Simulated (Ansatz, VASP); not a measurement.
**Cross-check of Si126BC21 (amorphous Si0.85C0.15) between VASP and Ansatz**

Wanted: the spread between two codes on one cell, functional and k mesh. Of the first pair: The structure shown is the start of the Ansatz relaxation below; VASP solves that cell, so the two are compared at the walk's first step.

Main program and level: Ansatz 0.2.0; plane waves, with VASP 6.6.1 beside it; single point at PBE.

**1. The starting structure**

The cell holds 148 atoms: 126 Si, 21 C and 1 B. Its edges and angles: a = 13.515 Å, b = 13.515 Å, c = 13.515 Å, α = 90.0°, β = 90.0°, γ = 90.0°. It derives from Si63C11 (amorphous Si0.85C0.15). As first built, before any earlier steps moved the atoms (in the runner's words): 148 atoms (126 Si, 22 C) placed at random at 2.56 g/cm^3, melted at 4500 K for 10 ps at fixed volume with the Erhart-Albe potential (Erhart and Albe, Phys. Rev. B 71, 035211 (2005)). Quenched from 4500 K to 100 K at 50 K/ps and fixed volume, held 5 ps. Nearest the centre at fractional (0.374, 0.601, 0.851): B148 at 0.00 Å, C131 at 1.38 Å, C141 at 1.50 Å, Si54 at 1.98 Å, Si103 at 2.33 Å, Si37 at 2.83 Å, Si120 at 2.85 Å, Si53 at 2.98 Å.

**2. Ansatz: relaxation, PBE**

Ansatz runs on its PAW soft_1 files.

The two programs are compared at the cell with which this relaxation starts, whose forces are those of its first step.

The input, input.yaml:

```yaml
crystal:
  lattice:
    - [13.5152, 0.0, 0.0]
    - [0.0, 13.5152, 0.0]
    - [0.0, 0.0, 13.5152]
  atoms:
    - { symbol: Si, position: [0.55569, 0.17416, 0.97458] }
    - { symbol: Si, position: [0.17757, 0.98795, 0.31032] }
[... 1 atom line left out ...]
    - { symbol: Si, position: [0.76338, 0.58363, 0.9175] }
[... 5 atom lines left out ...]
    - { symbol: Si, position: [0.52384, 0.37312, 0.89356] }
[... 2 atom lines left out ...]
    - { symbol: Si, position: [0.99319, 0.43176, 0.88845] }
    - { symbol: Si, position: [0.64496, 0.77389, 0.94797] }
[... 3 atom lines left out ...]
    - { symbol: Si, position: [0.63638, 0.49454, 0.09001] }
[... 3 atom lines left out ...]
    - { symbol: Si, position: [0.37738, 0.62058, 0.07564] }
[... 3 atom lines left out ...]
    - { symbol: Si, position: [0.49098, 0.48601, 0.59927] }
    - { symbol: Si, position: [0.11079, 0.62351, 0.57499] }
    - { symbol: Si, position: [0.36254, 0.41173, 0.50447] }
[... 4 atom lines left out ...]
    - { symbol: Si, position: [0.0958, 0.4729, 0.65053] }
    - { symbol: Si, position: [0.23502, 0.35114, 0.87024] }
[... 2 atom lines left out ...]
    - { symbol: Si, position: [0.41763, 0.42582, 0.74534] }
[... 3 atom lines left out ...]
    - { symbol: Si, position: [0.26657, 0.82317, 0.00692] }
[... 2 atom lines left out ...]
    - { symbol: Si, position: [0.02641, 0.68943, 0.84469] }
    - { symbol: Si, position: [0.36905, 0.37563, 0.97509] }
    - { symbol: Si, position: [0.33766, 0.91616, 0.62522] }
[... 1 atom line left out ...]
    - { symbol: Si, position: [0.56903, 0.87159, 0.60667] }
[... 4 atom lines left out ...]
    - { symbol: Si, position: [0.53459, 0.63613, 0.9988] }
    - { symbol: Si, position: [0.27603, 0.65574, 0.9446] }
    - { symbol: Si, position: [0.33843, 0.70963, 0.21608] }
[... 3 atom lines left out ...]
    - { symbol: Si, position: [0.60687, 0.59924, 0.80578] }
    - { symbol: Si, position: [0.22022, 0.90518, 0.86602] }
    - { symbol: Si, position: [0.42996, 0.90347, 0.02098] }
[... 3 atom lines left out ...]
    - { symbol: Si, position: [0.28215, 0.6542, 0.55115] }
    - { symbol: Si, position: [0.17452, 0.46722, 0.16546] }
[... 2 atom lines left out ...]
    - { symbol: Si, position: [0.60339, 0.43586, 0.75467] }
[... 8 atom lines left out ...]
    - { symbol: Si, position: [0.47295, 0.82156, 0.16355] }
[... 3 atom lines left out ...]
    - { symbol: Si, position: [0.51763, 0.87045, 0.88066] }
[... 5 atom lines left out ...]
    - { symbol: Si, position: [0.08229, 0.59973, 0.10075] }
[... 14 atom lines left out ...]
    - { symbol: Si, position: [0.43835, 0.74874, 0.78943] }
[... 2 atom lines left out ...]
    - { symbol: Si, position: [0.3197, 0.27379, 0.74386] }
    - { symbol: Si, position: [0.09475, 0.75061, 0.69596] }
[... 2 atom lines left out ...]
    - { symbol: Si, position: [0.46166, 0.65495, 0.58047] }
[... 1 atom line left out ...]
    - { symbol: Si, position: [0.11798, 0.57299, 0.92741] }
[... 2 atom lines left out ...]
    - { symbol: Si, position: [0.34853, 0.46121, 0.12457] }
[... 2 atom lines left out ...]
    - { symbol: Si, position: [0.26951, 0.799, 0.73782] }
[... 1 atom line left out ...]
    - { symbol: Si, position: [0.20229, 0.49675, 0.78911] }
    - { symbol: Si, position: [0.47679, 0.22502, 0.81633] }
[... 7 atom lines left out ...]
    - { symbol: C, position: [0.69432, 0.69726, 0.62917] }
[... 1 atom line left out ...]
    - { symbol: C, position: [0.656, 0.62207, 0.37142] }
[... 1 atom line left out ...]
    - { symbol: C, position: [0.62398, 0.47828, 0.23937] }
[... 7 atom lines left out ...]
    - { symbol: C, position: [0.22677, 0.94053, 0.18566] }
[... 1 atom line left out ...]
    - { symbol: C, position: [0.47068, 0.96897, 0.63945] }
[... 1 atom line left out ...]
    - { symbol: C, position: [0.85451, 0.37528, 0.65633] }
[... 2 atom lines left out ...]
    - { symbol: C, position: [0.98358, 0.27751, 0.14804] }
kpoints:
  mp_grid: { grid: [1, 1, 1] }
hamiltonian:
  xc: pbe
  pseudopotentials: { kind: paw, azcp: { folder: soft_1 } }
scf:
  occupations: { method: gaussian, width: 0.025 }
output:
  forces: true
  eigenvalues: true
relax:
  f_tol: 0.05
  max_steps: 90
```

On the command line:

```sh
$ ansatz run input.yaml --threads 4 --pin off --max-ram 15872MiB --backend cpu --events-out ev --progress --plain --runs-dir out
```

Numbers of over 12 decimals in the logs are rounded to 6 here.

The log of the run:

```text
Engine: ansatz 0.2.0, aarch64-unknown-linux-gnu
Pseudopotentials: kind: paw
Pseudopotential: Si, paw, valence charge 4, recommended cutoff 420 eV (normal), soft_1/Si.paw.azcp
Pseudopotential: C, paw, valence charge 4, recommended cutoff 420 eV (normal), soft_1/C.paw.azcp
Pseudopotential: B, paw, valence charge 3, recommended cutoff 420 eV (normal), soft_1/B.paw.azcp
Functional definition: PBE
  parameter kappa = 0.804
  parameter beta = 0.066725
  exchange = pbe_x(kappa = kappa, mu = beta*pi^2/3)
  correlation = pbe_c(beta = beta)
Crystal: 148 atoms, lattice volume = 2468.695 Å³
Basis set: ecut = 420 eV, 48489 PW (Γ), exchange–correlation on 192×192×192 points (8 copies of the dense FFT grid, shifted against one another)
Bands: 444, of which v1, the nominal top of the filled ones, is band 296 counted from 1 (295 counted from 0)
Symmetry: 1 space group operations
Space group: P1 (ITA 1), of the structure as read, at distance tolerance 1.4e-4 Å
k-points: 1
Non-local potential: Si, projectors of the file, l = 0: 2, l = 1: 2, l = 2: 1
Non-local potential: C, projectors of the file, l = 0: 2, l = 1: 2, l = 2: 1
Non-local potential: B, projectors of the file, l = 0: 2, l = 1: 2, l = 2: 1
PAW form: soft (Blöchl's): semilocal exchange-correlation on the pseudo side does not see the compensation charge
PAW one-centre angular grid: Si, 110 points (default); XC on 64 Gauss nodes
PAW one-centre angular grid: C, 110 points (default); XC on 64 Gauss nodes
PAW one-centre angular grid: B, 110 points (default); XC on 64 Gauss nodes
Initial density: superposition of atomic densities (chi_scale 0.1, normalization cell, long waves kept (reshape's long-wave potential 0.92 eV rms))
Initial wavefunctions: pseudopotential atomic-orbital guess
Functional: x = pbe(κ = 0.804, μ = 0.219515), c = pbe(β = 0.066725)
SCF iter   1: F=—  HF=-85529.354428 eV  |F-HF|=—  |Δ(HF+E_count)|=         —  Δρ=6.02e-2  dr2=3.21e2  ethr=3.10e-3  ⟨swp⟩=6.0  Hψ=2107  notcnv=0  defer=106
preconditioner: auto → Resta (q_TF=auto, 2.150 Å⁻¹)  ε∞=5.6  [insulator: Δε(μ)=0.053 eV  Ē_g=8.515 eV  σ=0.025 eV  W_gap=0.54  n_scr=436 (ndim 8)  ℏωp=18.2 eV  f_vac=0.000  D(μ)=56.99/eV (n_scr^D=364)  ε∞_Penn≈5.6]
SCF iter   2: F=—  HF=-85494.780314 eV  |F-HF|=—  |Δ(HF+E_count)|=    3.46e1  Δρ=3.07e-2  dr2=4.52e1  ethr=3.10e-3  ⟨swp⟩=3.0  Hψ=825  notcnv=0  defer=138
SCF iter   3: F=—  HF=-85486.965167 eV  |F-HF|=—  |Δ(HF+E_count)|=    7.82e0  Δρ=8.14e-3  dr2=3.98e0  ethr=3.10e-3  ⟨swp⟩=4.0  Hψ=1133  notcnv=0  defer=140
SCF iter   4: F=—  HF=-85486.548141 eV  |F-HF|=—  |Δ(HF+E_count)|=   4.17e-1  Δρ=2.04e-3  dr2=1.80e-1  ethr=6.74e-4  ⟨swp⟩=5.0  Hψ=611  notcnv=0  defer=141
SCF iter   5: F=—  HF=-85486.574139 eV  |F-HF|=—  |Δ(HF+E_count)|=   2.60e-2  Δρ=5.92e-4  dr2=2.75e-2  ethr=3.05e-5  ⟨swp⟩=2.0  Hψ=476  notcnv=0  defer=141
SCF iter   6: F=—  HF=-85486.581117 eV  |F-HF|=—  |Δ(HF+E_count)|=   6.98e-3  Δρ=2.23e-4  dr2=5.06e-3  ethr=4.65e-6  ⟨swp⟩=2.0  Hψ=646  notcnv=0  defer=141
SCF iter   7: F=—  HF=-85486.582279 eV  |F-HF|=—  |Δ(HF+E_count)|=   1.16e-3  Δρ=7.46e-5  dr2=3.35e-4  ethr=8.55e-7  ⟨swp⟩=2.0  Hψ=598  notcnv=0  defer=141
SCF iter   8: F=—  HF=-85486.582473 eV  |F-HF|=—  |Δ(HF+E_count)|=   1.94e-4  Δρ=2.03e-5  dr2=3.47e-5  ethr=5.66e-8  ⟨swp⟩=2.0  Hψ=598  notcnv=0  defer=141
SCF iter   9: F=-85486.582489 eV  HF=-85486.582489 eV  |F-HF|=5.16e-8  |Δ(HF+E_count)|=   1.57e-5  Δρ=6.17e-6  dr2=2.97e-6  ethr=5.87e-9  ⟨swp⟩=17.0  Hψ=3277  notcnv=0
SCF 1 converged in 9 iterations: F = -85486.582489 eV  dr2 = 2.97e-6
  greatest PAW one-centre occupation: 0.687 electrons in one spin orbital (limit 2), on the Si atom at site 16 (counted from 0), in its partial waves of l = 0
relax step   1: F+E_penalty+E_count = -85486.58248897 eV  Δ(F+E_penalty+E_count) = +0.000e0 eV  max|allowed force component| = 3.371e0 eV/Å  Δτ_max = 0.0000 Å  (9 SCF iters, dr2 threshold 6.25e-5 eV, accepted)
Initial density: handed on by an earlier stage of this run
Initial wavefunctions: those handed on with the density
iter 1 solved again at ethr=4.41e-5 eV; its pass at ethr=3.10e-3 eV (dr2=2.61e-1 eV) is discarded
SCF iter   1: F=—  HF=-85487.056903 eV  |F-HF|=—  |Δ(HF+E_count)|=         —  Δρ=2.61e-3  dr2=2.57e-1  ethr=4.41e-5  ⟨swp⟩=2.0  Hψ=1132  notcnv=0  defer=143
preconditioner: auto → Resta (q_TF=auto, 2.150 Å⁻¹)  ε∞=5.7  [insulator: Δε(μ)=0.130 eV  Ē_g=8.394 eV  σ=0.025 eV  W_gap=0.50  n_scr=436 (ndim 8)  ℏωp=18.2 eV  f_vac=0.000  D(μ)=45.14/eV (n_scr^D=250)  ε∞_Penn≈5.7]
SCF iter   2: F=—  HF=-85487.003894 eV  |F-HF|=—  |Δ(HF+E_count)|=   5.30e-2  Δρ=1.26e-3  dr2=5.10e-2  ethr=4.34e-5  ⟨swp⟩=2.0  Hψ=591  notcnv=0  defer=143
SCF iter   3: F=—  HF=-85486.991962 eV  |F-HF|=—  |Δ(HF+E_count)|=   1.19e-2  Δρ=1.61e-4  dr2=6.36e-4  ethr=8.62e-6  ⟨swp⟩=2.0  Hψ=591  notcnv=0  defer=143
[...]
- { symbol: Si, position: [0.735859, 0.963991, 0.595731] }
    - { symbol: Si, position: [0.026392, 0.690367, 0.845394] }
    - { symbol: Si, position: [0.370526, 0.377531, 0.972177] }
    - { symbol: Si, position: [0.337327, 0.916147, 0.625214] }
    - { symbol: Si, position: [0.072059, 0.965723, 0.557966] }
    - { symbol: Si, position: [0.568669, 0.870576, 0.606979] }
    - { symbol: Si, position: [0.638669, 0.318471, 0.041024] }
    - { symbol: Si, position: [0.889148, 0.555775, 0.339183] }
    - { symbol: Si, position: [0.847536, 0.436677, 0.974696] }
    - { symbol: Si, position: [0.300000, 0.106198, 0.347557] }
    - { symbol: Si, position: [0.539086, 0.635091, 0.999350] }
    - { symbol: Si, position: [0.273746, 0.660635, 0.946271] }
    - { symbol: Si, position: [0.337021, 0.707532, 0.218402] }
    - { symbol: Si, position: [0.920033, 0.542775, 0.167167] }
    - { symbol: Si, position: [0.079965, 0.135345, 0.849323] }
    - { symbol: Si, position: [0.537210, 0.234568, 0.644556] }
    - { symbol: Si, position: [0.613551, 0.598713, 0.805073] }
    - { symbol: Si, position: [0.219716, 0.904512, 0.865591] }
    - { symbol: Si, position: [0.427103, 0.902903, 0.021003] }
    - { symbol: Si, position: [0.880069, 0.374501, 0.136376] }
    - { symbol: Si, position: [0.363362, 0.934220, 0.233968] }
    - { symbol: Si, position: [0.693431, 0.171927, 0.680415] }
    - { symbol: Si, position: [0.283950, 0.654572, 0.553242] }
    - { symbol: Si, position: [0.177610, 0.467461, 0.165763] }
[...]
- { symbol: Si, position: [0.816379, 0.742035, 0.692064] }
    - { symbol: Si, position: [0.201785, 0.497448, 0.786506] }
    - { symbol: Si, position: [0.477214, 0.225832, 0.814460] }
    - { symbol: Si, position: [0.636718, 0.788230, 0.205116] }
    - { symbol: Si, position: [0.931482, 0.258811, 0.624967] }
    - { symbol: Si, position: [0.529214, 0.097495, 0.223744] }
    - { symbol: Si, position: [0.443587, 0.983420, 0.408389] }
    - { symbol: Si, position: [0.397080, 0.811916, 0.357505] }
    - { symbol: C, position: [0.720700, 0.00811328, 0.065660] }
    - { symbol: C, position: [0.669971, 0.653011, 0.195210] }
    - { symbol: C, position: [0.696074, 0.698342, 0.627714] }
    - { symbol: B, position: [0.378881, 0.601811, 0.847693] }
    - { symbol: C, position: [0.656777, 0.621420, 0.371896] }
    - { symbol: C, position: [0.333133, 0.531432, 0.775446] }
    - { symbol: C, position: [0.625023, 0.478381, 0.238849] }
    - { symbol: C, position: [0.527045, 0.744509, 0.676375] }
    - { symbol: C, position: [0.675732, 0.387049, 0.290323] }
    - { symbol: C, position: [0.728893, 0.105597, 0.561650] }
    - { symbol: C, position: [0.812322, 0.814668, 0.377268] }
    - { symbol: C, position: [0.793439, 0.946078, 0.844525] }
    - { symbol: C, position: [0.415422, 0.051275, 0.288262] }
    - { symbol: C, position: [0.650451, 0.582462, 0.270712] }
    - { symbol: C, position: [0.225803, 0.941463, 0.186475] }
    - { symbol: C, position: [0.491436, 0.625984, 0.866192] }
    - { symbol: C, position: [0.470464, 0.967884, 0.640166] }
    - { symbol: C, position: [0.177893, 0.857627, 0.121795] }
    - { symbol: C, position: [0.852947, 0.374685, 0.657053] }
    - { symbol: C, position: [0.617335, 0.685849, 0.694397] }
    - { symbol: C, position: [0.762912, 0.164913, 0.252128] }
    - { symbol: C, position: [0.984067, 0.278549, 0.148360] }
```

**3. VASP: single point, PBE, start cell, pair 1**

The same cell, functional, mesh and smearing now go to VASP, with its own data sets.

Lines of VASP's logs that name or quote its potential files are left out, and so is its time.

The input, INCAR:

```
SYSTEM = Si126BC21
PREC = Accurate
ENCUT = 520
EDIFF = 1E-06
NELM = 120
ISMEAR = 0
SIGMA = 0.025
LREAL = Auto
ALGO = Normal
GGA = PE
NBANDS = 399
LORBIT = 11
LWAVE = .FALSE.
LCHARG = .FALSE.
ISIF = 2
LASPH = .TRUE.
GGA_COMPAT = .FALSE.
```

The input, POSCAR:

```
Si126BC21
1.0
   13.5152000000      0.0000000000      0.0000000000
    0.0000000000     13.5152000000      0.0000000000
    0.0000000000      0.0000000000     13.5152000000
Si C B
126 21 1
Direct
    0.5556928495      0.1741594649      0.9745767728
    0.1775704392      0.9879469042      0.3103172724
[... 1 atom line left out ...]
    0.7633775305      0.5836317628      0.9175002960
[... 5 atom lines left out ...]
    0.5238398248      0.3731206345      0.8935568841
[... 2 atom lines left out ...]
    0.9931928495      0.4317583166      0.8884515213
    0.6449627087      0.7738916183      0.9479696934
[... 3 atom lines left out ...]
    0.6363797798      0.4945394815      0.0900097668
[... 3 atom lines left out ...]
    0.3773825027      0.6205827513      0.0756407600
[... 3 atom lines left out ...]
    0.4909805256      0.4860083462      0.5992734107
    0.1107863739      0.6235127856      0.5749896413
    0.3625399550      0.4117290162      0.5044690423
[... 4 atom lines left out ...]
    0.0958032438      0.4728971824      0.6505268143
    0.2350168699      0.3511379780      0.8702423937
[... 2 atom lines left out ...]
    0.4176334793      0.4258168581      0.7453385817
[... 3 atom lines left out ...]
    0.2665665325      0.8231694685      0.0069181366
[... 2 atom lines left out ...]
    0.0264073044      0.6894311590      0.8446933823
    0.3690511424      0.3756289215      0.9750873091
    0.3376568604      0.9161610631      0.6252219723
[... 1 atom line left out ...]
    0.5690333846      0.8715890257      0.6066724873
[... 4 atom lines left out ...]
    0.5345906831      0.6361282112      0.9988013496
    0.2760299515      0.6557431633      0.9446031135
    0.3384263644      0.7096306381      0.2160826329
[... 3 atom lines left out ...]
    0.6068722623      0.5992364153      0.8057816385
    0.2202187167      0.9051808334      0.8660175210
    0.4299603409      0.9034716467      0.0209763821
[... 3 atom lines left out ...]
    0.2821489878      0.6541967562      0.5511498165
    0.1745220197      0.4672220907      0.1654581508
[... 2 atom lines left out ...]
    0.6033872973      0.4358574050      0.7546688173
[... 8 atom lines left out ...]
    0.4729489760      0.8215564698      0.1635491891
[... 3 atom lines left out ...]
    0.5176319995      0.8704495679      0.8806602936
[... 5 atom lines left out ...]
    0.0822925299      0.5997321534      0.1007532260
[... 14 atom lines left out ...]
    0.4383508938      0.7487421570      0.7894296792
[... 2 atom lines left out ...]
    0.3196993015      0.2737880313      0.7438587664
    0.0947525749      0.7506067243      0.6959571445
[... 2 atom lines left out ...]
    0.4616579851      0.6549514621      0.5804723570
[... 1 atom line left out ...]
    0.1179782763      0.5729918906      0.9274076595
[... 2 atom lines left out ...]
    0.3485335030      0.4612066414      0.1245708536
[... 2 atom lines left out ...]
    0.2695113650      0.7989966852      0.7378211199
[... 1 atom line left out ...]
    0.2022907541      0.4967518054      0.7891115189
    0.4767890967      0.2250207174      0.8163327217
[... 7 atom lines left out ...]
    0.6943219486      0.6972593820      0.6291730792
[... 1 atom line left out ...]
    0.3369169528      0.5307283651      0.7874837220
[... 1 atom line left out ...]
    0.5255490115      0.7460932876      0.6751583402
[... 7 atom lines left out ...]
    0.4806810110      0.6303125370      0.8648188706
[... 1 atom line left out ...]
    0.1798567539      0.8562507399      0.1208121226
[... 1 atom line left out ...]
    0.6145303066      0.6857908133      0.6948620812
[... 2 atom lines left out ...]
    0.3744672665      0.6011009826      0.8513303540
```

The input, KPOINTS:

```
Automatic mesh
0
Gamma
1 1 1
0 0 0
```

The projector-augmented-wave data sets are Si, C and B (PBE family, release 64).

On the command line:

```sh
$ export OMP_NUM_THREADS=3
$ mpirun -np 1 vasp_gam
```

The log of the run:

```text
[banner, memory and clock lines left out]
running    1 mpi-ranks, on    1 nodes
[...]
Offloading initialized ...    1 GPUs detected
[...]
LDA part: xc-table for (Slater+PW92), standard interpolation
 POSCAR, INCAR and KPOINTS ok, starting setup
[...]
entering main loop
       N       E                     dE             d eps       ncg     rms          rms(c)
DAV:   1     0.311486497028E+04    0.31149E+04   -0.27130E+05   798   0.134E+03
DAV:   2    -0.441452977020E+03   -0.35563E+04   -0.33315E+04   997   0.235E+02
DAV:   3    -0.860877918201E+03   -0.41942E+03   -0.40475E+03  1004   0.722E+01
DAV:   4    -0.878461718655E+03   -0.17584E+02   -0.17374E+02   972   0.165E+01
[...]
DAV:  18    -0.832605331789E+03   -0.17387E-05   -0.15197E-05   972   0.582E-03    0.694E-03
DAV:  19    -0.832605333615E+03   -0.18266E-05   -0.86504E-06   940   0.375E-03    0.358E-03
DAV:  20    -0.832605333560E+03    0.55547E-07   -0.81307E-07   492   0.148E-03
   1 F= -.83260533E+03 E0= -.83259828E+03  d E =-.141079E-01
```

OUTCAR, selected parts (step 3):

```text
  Total        7.4801358     43.1658041     41.5862811    -18.5684334     -7.9588994    -10.2062301
  in kB        4.8545909     28.0145072     26.9894004    -12.0508704     -5.1653074     -6.6238197
  external PRESSURE =      19.9528328 kB  Pullay stress =       0.0000000 kB

 POSITION                                       TOTAL-FORCE (eV/Angst)
 -----------------------------------------------------------------------------------
      7.51030      2.35380     13.17160         0.047081     -0.008327      0.001443
      2.39990     13.35230      4.19400         0.025236      0.034913     -0.002031
[...]
1.23290      4.34050      7.57010        -0.009999      0.003124      0.007682
      9.75910     11.70560      1.02880         0.023715      0.011560     -0.066172
     11.01760      1.03230      2.02260         0.002194      0.006425      0.010243
      0.68270     12.15410      0.93850        -0.007106      0.011542      0.003951
      4.27340      1.89040      6.96590        -0.026198      0.022506      0.004124
      6.39200     11.10350      2.21040        -0.093076     -0.029349     -0.001574
      7.79450      0.37690      0.95970        -0.024503      0.026471     -0.006957
      8.23970      5.01310      7.43230        -0.008555     -0.004031     -0.030402
      7.28860      9.07330      5.72250        -0.026195     -0.019096      0.043682
      6.99590     11.76430     11.90230        -0.035386      0.000507     -0.018567
     11.39900      3.16380      4.76740        -0.002722     -0.006148      0.002989
[...]
-----------------------------------------------------------------------------------
    total drift:                                0.024357      0.023157     -0.004340

  FREE ENERGIE OF THE ION-ELECTRON SYSTEM (eV)
  ---------------------------------------------------
  free  energy   TOTEN  =      -832.6053335597 eV

  energy  without entropy=     -832.5912256564  energy(sigma->0) =     -832.59827961

[... 3 further parts left out ...]
[key lines of the parts left out:]
E-fermi :   6.9883
```

This run has no spin polarisation. Its electron count is odd, so without a moment it is a metal by construction.

(Part 1 of 2 ends here.)

[Lines on the potential files, build, host, timing and source positions are cut from VASP's logs without a mark.]

[Logs are printed without paths, hosts, clocks, repeated set-up lines and the standing remarks that a program may print on its own settings, such as how far it seeks lower states.]

[Hosts, paths, dates, database ids (printed as entryN), source tags and the programs' standing remarks are cut or masked in the printed files.]
